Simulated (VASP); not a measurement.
A VASP calculation is set up with these files.

### INCAR
```
SYSTEM = KI
PREC = Accurate
ENCUT = 480
EDIFF = 1E-7
NELM = 100
ALGO = Normal
LREAL = .FALSE.
LASPH = .TRUE.
ISMEAR = 0
SIGMA = 0.05
GGA = PS
LMAXMIX = 4
LWAVE = .FALSE.
LCHARG = .FALSE.
ISIF = 2
```

File POSCAR:
```
KI
1
    0.0000000000     3.5101212151     3.5101212151
    3.5101212151     0.0000000000     3.5101212151
    3.5101212151     3.5101212151     0.0000000000
K I
1 1
Direct
  0.0000000000   0.0000000000   0.0000000000
  0.5000000000   0.5000000000   0.5000000000
```

KPOINTS:
```
Automatic mesh
0
G
 6 6 6
0 0 0
```

POTCAR, in this order: K_sv I (PBE.64 set). Program: vasp_std.

Problem. Write an equivalent input for Ansatz.

Solution. One equivalent input (not run):
Ansatz 0.2 input:
```yaml
crystal:
  lattice:
    - [0.0000000, 3.5101212, 3.5101212]
    - [3.5101212, 0.0000000, 3.5101212]
    - [3.5101212, 3.5101212, 0.0000000]
  atoms:
    - { symbol: K, position: [0.0000000, 0.0000000, 0.0000000] }
    - { symbol: I, position: [0.5000000, 0.5000000, 0.5000000] }
kpoints:
  mp_grid: { grid: [6, 6, 6] }
hamiltonian:
  xc: pbesol
  pseudopotentials: { kind: paw }
scf:
  occupations: { method: gaussian, width: 0.05 }
  max_iter: 100
output: { forces: true, stress: true, eigenvalues: true }
```
What does not carry over: each code has its own PAW files, so the cut-off isn't converted (ENCUT is set for VASP's; basis.ecutwfc is left out, and Ansatz then takes the one that its files recommend); Ansatz stops its SCF on the density residual and VASP on the energy change (EDIFF).

The compound is KI in the rock salt structure. It was relaxed first.
